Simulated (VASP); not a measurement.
Calculation: PBEsol GGA, VASP's PBE PAW potentials (set 64) (plane waves; VASP).

VASP input:

### KPOINTS
```
k-points along high-symmetry lines
12
Line-mode
Reciprocal
  0.000000   0.000000   0.000000 ! GAMMA
  0.000000   0.000000  -0.500000 ! T

  0.000000   0.000000  -0.500000 ! T
 -0.328125   0.328125  -0.500000 ! H_2

 -0.343750   0.328125  -0.187500 ! H_0
  0.000000   0.500000   0.500000 ! L

  0.000000   0.500000   0.500000 ! L
  0.000000   0.000000   0.000000 ! GAMMA

  0.000000   0.000000   0.000000 ! GAMMA
 -0.335938   0.335938   0.000000 ! S_0

 -0.335938   0.328125  -0.343750 ! S_2
 -0.500000   0.000000  -1.000000 ! F

 -0.500000   0.000000  -1.000000 ! F
  0.000000   0.000000   0.000000 ! GAMMA
```

### INCAR
```
LREAL  =  .FALSE.
ICHARG  =  11   ! fixed density
ENCUT  =  400   ! plane-wave cut-off (eV)
ISMEAR  =  0
PREC  =  Accurate
LASPH  =  .TRUE.   ! aspherical one-centre terms
LWAVE  =  .FALSE.
SIGMA  =  0.05
GGA  =  PS   ! PBEsol
ALGO  =  Normal
LORBIT  =  11   ! lm-projected
LCHARG  =  .FALSE.
NELM  =  100   ! most electronic steps
EDIFF  =  1E-7   ! SCF stop (eV)
LMAXMIX  =  6   ! l cut-off of mixed one-centre charges
SYSTEM  =  Be3HgSe4
```

POSCAR:
```
Be3HgSe4
1
    0.0000000000     2.6636101477     2.6636101477
    2.6636101477     0.0000000000     2.6636101477
   10.8861629848    10.8861629848    -0.2317223937
Hg Se Be
1 4 3
Direct
  0.0184287879   0.0184287879   0.9861784091
  0.2027555518   0.2027555518   0.0979333361
  0.2324742972   0.2324742972   0.3256442771
  0.2587964237   0.2587964237   0.5559026823
  0.2881320852   0.2881320852   0.7839009361
  0.9728243611   0.9728243611   0.2703817292
  0.0003998000   0.0003998000   0.4997001500
  0.0261886930   0.0261886930   0.7303584802
```

POTCAR, in this order: Hg Se Be (PBE.64 set). Program: vasp_std. Read from the step before: CHGCAR.

The run wrote:

### OSZICAR
```
       N       E                     dE             d eps       ncg     rms          rms(c)
DAV:   1     0.208150113170E+03    0.20815E+03   -0.15901E+04  4368   0.113E+03
DAV:   2    -0.112114415917E+02   -0.21936E+03   -0.21465E+03  5276   0.250E+02
DAV:   3    -0.273886601129E+02   -0.16177E+02   -0.15923E+02  5644   0.710E+01
DAV:   4    -0.276353693152E+02   -0.24671E+00   -0.24608E+00  5390   0.889E+00
DAV:   5    -0.276397423171E+02   -0.43730E-02   -0.43702E-02  5764   0.104E+00
DAV:   6    -0.276398441184E+02   -0.10180E-03   -0.10178E-03  5538   0.130E-01
DAV:   7    -0.276398467581E+02   -0.26397E-05   -0.26394E-05  5762   0.174E-02
DAV:   8    -0.276398468542E+02   -0.96078E-07   -0.96126E-07  4486   0.254E-03
   1 F= -.27639847E+02 E0= -.27639847E+02  d E =-.217364E-13
```

OUTCAR:
```
 val. band max:        3.8556470832   @ k =   0.0000   0.0000   0.0000

 cond. band min:       4.6103542948   @ k =   0.0000   0.0000   0.0000



 k-point     1 :       0.0000    0.0000    0.0000
  band No.  band energies     occupation
      1     -11.0540      2.00000
      2     -10.5407      2.00000
      3     -10.2046      2.00000
      4      -9.6180      2.00000
      5      -3.9572      2.00000
      6      -3.6470      2.00000
      7      -3.6469      2.00000
      8      -3.1958      2.00000
      9      -3.1937      2.00000
     10      -3.1937      2.00000
     11      -1.1305      2.00000
     12      -0.5601      2.00000
     13       1.2439      2.00000
     14       1.2439      2.00000
     15       1.6802      2.00000
     16       1.6802      2.00000
     17       2.0975      2.00000
     18       2.0975      2.00000
     19       2.4391      2.00000
     20       3.8556      2.00000
     21       3.8556      2.00000
     22       4.6104      0.00000
     23       6.1843      0.00000
     24       6.3352      0.00000
     25       6.5408      0.00000
     26       7.4684      0.00000

 k-point     2 :       0.0000    0.0000   -0.0455
  band No.  band energies     occupation
      1     -11.0535      2.00000
      2     -10.5433      2.00000
      3     -10.2013      2.00000
      4      -9.6193      2.00000
      5      -3.9585      2.00000
      6      -3.6470      2.00000
      7      -3.6469      2.00000
      8      -3.1937      2.00000
      9      -3.1937      2.00000
     10      -3.1900      2.00000
     11      -1.1701      2.00000
     12      -0.5165      2.00000
     13       1.2442      2.00000
     14       1.2442      2.00000
     15       1.6794      2.00000
     16       1.6794      2.00000
     17       2.0982      2.00000
     18       2.0982      2.00000
     19       2.4215      2.00000
     20       3.8553      2.00000
     21       3.8553      2.00000
     22       4.6238      0.00000
     23       6.1839      0.00000
...
```

The density is held fixed in this step, so its total energy and stress have no physical meaning. Unless said otherwise, spin-orbit coupling is left out, though it shifts the bands of the heavy elements here.

The structure was generated: Be3HgSe4 was put into an ordered model structure (R3m), which need not be its known phase. It was relaxed first.
